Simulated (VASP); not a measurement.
Computed with PBEsol GGA, VASP's PBE PAW potentials (set 64) (plane waves; VASP).

A VASP calculation is set up with these files.

POSCAR:
```
AlGaN2
1.0
  3.1421651452   0.0000000000   0.0000000000
  0.0000000000   3.1421651452   0.0000000000
  0.0000000000   0.0000000000   4.4208424115
Al Ga N
1 1 2
Cart
  1.5710825726   1.5710825726   2.2104212057
  0.0000000000   0.0000000000   0.0000000000
  1.5710825726   0.0000000000   3.2706287023
  0.0000000000   1.5710825726   1.1502137092
```

File KPOINTS:
```
k-points along high-symmetry lines
10
Line-mode
Reciprocal
  0.000000   0.000000   0.000000 ! GAMMA
  0.000000   0.500000   0.000000 ! X

  0.000000   0.500000   0.000000 ! X
  0.500000   0.500000   0.000000 ! M

  0.500000   0.500000   0.000000 ! M
  0.000000   0.000000   0.000000 ! GAMMA

  0.000000   0.000000   0.000000 ! GAMMA
  0.000000   0.000000   0.500000 ! Z

  0.000000   0.000000   0.500000 ! Z
  0.000000   0.500000   0.500000 ! R

  0.000000   0.500000   0.500000 ! R
  0.500000   0.500000   0.500000 ! A

  0.500000   0.500000   0.500000 ! A
  0.000000   0.000000   0.500000 ! Z

  0.000000   0.500000   0.000000 ! X
  0.000000   0.500000   0.500000 ! R

  0.500000   0.500000   0.000000 ! M
  0.500000   0.500000   0.500000 ! A
```

### INCAR
```
SYSTEM = AlGaN2
PREC = Accurate
ENCUT = 520
EDIFF = 1E-7
NELM = 100
ALGO = Normal
LREAL = .FALSE.
LASPH = .TRUE.
ISMEAR = 0
SIGMA = 0.05
GGA = PS
LMAXMIX = 4
LWAVE = .FALSE.
LCHARG = .FALSE.
LORBIT = 11
ICHARG = 11
```

POTCAR, in this order: Al Ga_d N (PBE.64 set). Program: vasp_std. Read from the step before: CHGCAR.

What VASP printed:

### OUTCAR
```
 ion  position               nearest neighbor table
   1  0.500  0.500  0.500-   3 1.90   4 1.90   3 1.90   4 1.90   2 3.13   2 3.13   2 3.13   2 3.13
                             2 3.13   2 3.13   2 3.13   2 3.13
   2  0.000  0.000  0.000-   3 1.95   4 1.95   4 1.95   3 1.95   1 3.13   1 3.13   1 3.13   1 3.13
                             1 3.13   1 3.13   1 3.13   1 3.13
   3  0.500  0.000  0.740-   1 1.90   1 1.90   2 1.95   2 1.95
   4  0.000  0.500  0.260-   1 1.90   1 1.90   2 1.95   2 1.95
  LATTYP: Found a simple tetragonal cell.
 ALAT       =     3.1421651452
 C/A-ratio  =     1.4069414583
 Subroutine PRICEL returns:
 Original cell was already a primitive cell.
 Subroutine GETGRP returns: Found  8 space group operations
The static configuration has the point symmetry D_2d.
The dynamic configuration has the point symmetry D_2d.
 Subroutine INISYM returns: Found  8 space group operations
   k-points           NKPTS =     90   k-points in BZ     NKDIM =     90   number of bands    NBANDS=     17
   number of dos      NEDOS =    301   number of ions     NIONS =      4
   total plane-waves  NPLWV =  20736
   dimension x,y,z NGX =    24 NGY =   24 NGZ =   36
   dimension x,y,z NGXF=    48 NGYF=   48 NGZF=   72
   ions per type =               1   1   2
   PREC   = accura    normal or accurate (medium, high low for compatibility)
   ISTART =      0    job   : 0-new  1-cont  2-samecut
   ICHARG =     11    charge: 1-file 2-atom 10-const
   ISPIN  =      1    spin polarized calculation?
   LNONCOLLINEAR =      F non collinear calculations
   LSORBIT =      F    spin-orbit coupling
   INIWAV =      1    electr: 0-lowe 1-rand  2-diag
   ENCUT  =  520.0 eV  38.22 Ry    6.18 a.u.   5.84  5.84  8.22*2*pi/ulx,y,z
   NELM   =    100;   NELMIN=  2; NELMDL= -5     # of ELM steps
   EDIFF  = 0.1E-06   stopping-criterion for ELM
   LREAL  =      F    real-space projection
   NLSPLINE    = F    spline interpolate recip. space projectors
   LMAXMIX     =    4 max onsite mixed and CHGCAR
   VOSKOWN=      0    Vosko Wilk Nusair interpolation
   EDIFFG = 0.1E-05   stopping-criterion for IOM
   NSW    =      0    number of steps for IOM
   NBLOCK =      1;   KBLOCK =      1    inner block; outer block
   IBRION =     -1    ionic relax: 0-MD 1-quasi-New 2-CG
...
```

### OSZICAR
```
       N       E                     dE             d eps       ncg     rms          rms(c)
DAV:   1     0.155774206898E+03    0.15577E+03   -0.13640E+04  3231   0.230E+03
DAV:   2    -0.130375964631E+02   -0.16881E+03   -0.16403E+03  3596   0.409E+02
DAV:   3    -0.277060650997E+02   -0.14668E+02   -0.14277E+02  3787   0.109E+02
DAV:   4    -0.280886941931E+02   -0.38263E+00   -0.38213E+00  4207   0.170E+01
DAV:   5    -0.280947574050E+02   -0.60632E-02   -0.60611E-02  3958   0.193E+00
DAV:   6    -0.280949736918E+02   -0.21629E-03   -0.21627E-03  4614   0.310E-01
DAV:   7    -0.280949758363E+02   -0.21445E-05   -0.21444E-05  3984   0.262E-02
DAV:   8    -0.280949758684E+02   -0.32078E-07   -0.32076E-07  4188   0.367E-03
   1 F= -.28094976E+02 E0= -.28094976E+02  d E =-.285269E-14
```

**OUTCAR**
```
 val. band max:        5.5344642557   @ k =   0.0000   0.0000   0.0000

 cond. band min:       8.3357838544   @ k =   0.0000   0.0000   0.0000



 k-point     1 :       0.0000    0.0000    0.0000
  band No.  band energies     occupation
      1      -9.9584      2.00000
      2      -8.4908      2.00000
      3      -7.3954      2.00000
      4      -7.3954      2.00000
      5      -7.3482      2.00000
      6      -7.1851      2.00000
      7      -6.0797      2.00000
      8      -0.0253      2.00000
      9       3.1872      2.00000
     10       3.1872      2.00000
     11       5.3189      2.00000
     12       5.5345      2.00000
     13       5.5345      2.00000
     14       8.3358      0.00000
     15       8.9774      0.00000
     16      13.0368      0.00000
     17      16.7706      0.00000

 k-point     2 :       0.0000    0.0556    0.0000
  band No.  band energies     occupation
      1      -9.9312      2.00000
      2      -8.4905      2.00000
      3      -7.3982      2.00000
      4      -7.3948      2.00000
      5      -7.3432      2.00000
      6      -7.1874      2.00000
      7      -6.0673      2.00000
      8       0.0016      2.00000
      9       3.0303      2.00000
     10       3.2122      2.00000
     11       5.2709      2.00000
     12       5.3394      2.00000
     13       5.5291      2.00000
     14       8.5256      0.00000
     15       9.1012      0.00000
     16      13.1393      0.00000
     17      16.7055      0.00000

 k-point     3 :       0.0000    0.1111    0.0000
  band No.  band energies     occupation
      1      -9.8515      2.00000
      2      -8.4903      2.00000
      3      -7.4034      2.00000
      4      -7.3933      2.00000
      5      -7.3293      2.00000
      6      -7.1942      2.00000
      7      -6.0348      2.00000
      8       0.0803      2.00000
      9       2.6295      2.00000
     10       3.2862      2.00000
     11       4.7769      2.00000
     12       5.2195      2.00000
...
```

The density is held fixed in this step, so its total energy and stress have no physical meaning.

The structure comes from a computed database's AlGaN2 entry (P-4m2); how it stands against other phases isn't given here. It was relaxed first.
